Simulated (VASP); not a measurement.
Zr2ZnN2, 10 atoms in the cell. It takes space group P6_3/mmc (No. 194, hexagonal). Conventional cell: a = 3.603 Å, b = 3.603 Å, c = 14.562 Å, α = 90.00°, β = 90.00°, γ = 120.00°. Zr (site symmetry 3m) is surrounded by 4 N at 2.12 to 2.22 Å. Around Zn (site symmetry -6m2) lie 6 Zr at 3.13 Å and 6 N at 3.43 Å. N (site symmetry 3m) is surrounded by 4 Zr at 2.12 to 2.22 Å. The cell was built by a generator and needn't be a form met in nature.

- Program: VASP 6.6.1
- Task: single point
- Functional: r2SCAN
- Potentials or basis: VASP PAW PBE potentials, release 64 (Zr_sv, Zn, N)
- Cutoff: 520 eV
- k mesh: 10 × 10 × 2
- Occupations: gaussian, width 0.1 eV
- Spin: no spin polarisation
- Further INCAR settings: ALGO = Normal; EDIFF = 1e-06; NBANDS = 57

Potentials or basis: VASP PAW PBE potentials, release 64 (Zr_sv, Zn, N).

Command:

```console
$ cat potpaw_PBE.64/Zr_sv/POTCAR potpaw_PBE.64/Zn/POTCAR potpaw_PBE.64/N/POTCAR > POTCAR
$ mpirun -np 4 vasp_std > vasp.out
```

Hardware: 4 MPI ranks on Intel(R) Xeon(R) Platinum 8375C CPU @ 2.90GHz (Ice Lake), with other jobs on the host.

**Question.** How long does it take, and how much memory?

**Answer.** Run time: 14 min on 4 MPI ranks on Intel(R) Xeon(R) Platinum 8375C CPU @ 2.90GHz (Ice Lake), with other jobs on the host, peak memory 0.45 GiB a rank. Counts: scf iterations 27, k points 28.
